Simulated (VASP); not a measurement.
VASP runs on PdIn (CsCl type) share one base input (PBE GGA, plane waves, VASP's PBE PAW potentials (set 64)) and change the settings named in each case.

### POSCAR
```
PdIn
1
    3.3150000000     0.0000000000     0.0000000000
    0.0000000000     3.3150000000     0.0000000000
    0.0000000000     0.0000000000     3.3150000000
In Pd
1 1
Direct
  0.5000000000   0.5000000000   0.5000000000
  0.0000000000   0.0000000000   0.0000000000
```

### KPOINTS
```
kpoints
0
gamma
  10 10 10
```

**INCAR**
```
# general
SYSTEM   =  PdIn
PREC     =  Accurate
ENCUT    =  400
LREAL    =  .FALSE.
LASPH    =  .TRUE.

# electronic loop
EDIFF    =  1E-6
NELM     =  100
ALGO     =  Normal
LMAXMIX  =  4

# smearing
ISMEAR   =  1
SIGMA    =  0.1

# functional
GGA      =  PE

# ions
ISIF     =  2

# output
LWAVE    =  .FALSE.
LCHARG   =  .FALSE.
```

POTCAR, in this order: In_d Pd (PBE.64 set). Program: vasp_std.

| change | E(σ→0) (eV/atom) | pressure (GPa) | −TS (eV) | irreducible k-points |
|---|---|---|---|---|
| base run | -4.3736 | -0.85 | -0.0005 | 56 |
| KGAMMA = .TRUE., KSPACING = 0.3, KPOINTS file removed | -4.3810 | -0.72 | 0.0001 | 20 |
| KGAMMA = .FALSE., KSPACING = 0.5, KPOINTS file removed | -4.2975 | -0.22 | -0.0093 | 4 |
| KGAMMA = .FALSE., KSPACING = 0.35, KPOINTS file removed | -4.3882 | -1.22 | -0.0032 | 10 |
| KGAMMA = .TRUE., KSPACING = 0.4, KPOINTS file removed | -4.3741 | -0.66 | -0.0007 | 10 |
| KGAMMA = .TRUE., KSPACING = 0.25, KPOINTS file removed | -4.3714 | -1.29 | -0.0024 | 35 |
 Unless said otherwise, spin-orbit coupling is left out, though it shifts the bands of the heavy elements here.

Left out are runs that ran out of time, are held back, or changed the cell or the kind of run, fixed moments of cells without a moment, rows past the twelfth, gaps on odd meshes, pressures of charged cells and columns that move by less than the noise.

The compound is PdIn in the CsCl type structure. The cell was not relaxed at this level. The electron count is odd and the run is not spin-polarised, which forces a metal.
